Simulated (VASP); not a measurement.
Given:

```
CELL_PARAMETERS angstrom
      1.39913    -2.42336     0.00000
      1.39913     2.42336     0.00000
      0.00000     0.00000     4.54169
ATOMIC_POSITIONS crystal
  Mg 0.33333 0.66667 0.25000
  Mg 0.66667 0.33333 0.75000
```

All values below come from PBEsol GGA, VASP's PBE PAW potentials (set 64) (plane waves; VASP). Settings: 500 eV cut-off, 15×15×8 Γ-centred mesh, first-order Methfessel-Paxton smearing of 0.10 eV, potentials Mg.

**Question.** The ions, cell shape and volume at an external pressure of 30.0 GPa are relaxed. What does this cell relax into?

**Answer.** 
```
CELL_PARAMETERS angstrom
      1.40534    -2.43412     0.00000
      1.40534     2.43412     0.00000
      0.00000     0.00000     4.50691
ATOMIC_POSITIONS crystal
  Mg 0.33333 0.66667 0.25000
  Mg 0.66667 0.33333 0.75000
```
Space group P6_3/mmc (194), at a tolerance of 0.03 Å.

**Question.** How do energy and volume change from the first to the last step?

**Answer.** The energy (σ→0) changes by -4.4 meV/atom and the volume by +0.1 %, in 5 ionic steps.

| step | E(σ→0) (eV) | max force (eV/Å) | pressure (GPa) | volume (Å³) |
|---|---|---|---|---|
| 1 | -2.4712 | 0.000 | 30.16 | 30.80 |
| 2 | -2.4861 | 0.000 | 29.85 | 30.87 |
| 3 | -2.4874 | 0.000 | 29.82 | 30.87 |
| 4 | -2.4732 | 0.000 | 30.16 | 30.80 |
| 5 | -2.4801 | 0.000 | 30.00 | 30.83 |

The compound is Mg in the hcp structure. This run relaxes it under an external pressure of 30 GPa. Symmetry was kept, so distortions that lower it aren't found.
